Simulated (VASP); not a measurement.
Calculation: PBE GGA, VASP's PBE PAW potentials (set 64) (plane waves; VASP).

VASP input:

### INCAR
```
GGA = PE
ALGO = Normal
SYSTEM = NiSi2
LMAXMIX = 4   ! l cut-off of mixed one-centre charges
ENCUT = 520   ! plane-wave cut-off (eV)
ISMEAR = 1   ! Methfessel-Paxton
LASPH = .True.   ! aspherical one-centre terms
LCHARG = .False.
ISIF = 2   ! forces and stress, cell fixed
PREC = Accurate
EDIFF = 1E-6   ! SCF stop (eV)
SIGMA = 0.1   ! width (eV)
LWAVE = .False.
LREAL = .False.
NELM = 100   ! most electronic steps
```

### KPOINTS
```
Automatic mesh
0
Gamma
9 9 9
0 0 0
```

POSCAR:
```
NiSi2
3.8473280
  0.0000000000   0.6992468539   0.7148803013
  0.7052673960   0.0000000000   0.7148803013
  0.7052673960   0.6992468539   0.0000000000
Si Ni
2 1
Cartesian
  0.3526336980   0.3496234270   0.3574401507
  1.0579010940   1.0488702809   1.0723204520
  0.0173749676   0.0000000000  -0.0000000000
```

POTCAR, in this order: Si Ni_pv (PBE.64 set). Program: vasp_std.

**Question.** What will the output report for the number of irreducible k-points (NKPTS), number of bands (NBANDS), largest plane-wave count, number of space-group operations, FFT grid (NGX, NGY, NGZ)?

**Answer.** 
The number of irreducible k-points (NKPTS) is 125 and the number of bands (NBANDS) comes out as 16. The largest plane-wave count is 1095, the number of space-group operations comes out as 4 and the FFT grid (NGX, NGY, NGZ) is 30 × 30 × 28.

The compound is NiSi2 in the fluorite structure. The cell was not relaxed at this level, atoms are displaced from their ideal sites. The run is one of a series of settings (ENCUT = 520, POTCAR Si Ni_pv (PBE.64 set) against the base run), some of them coarse on purpose. The run is not spin-polarised, so no magnetic state was tried.
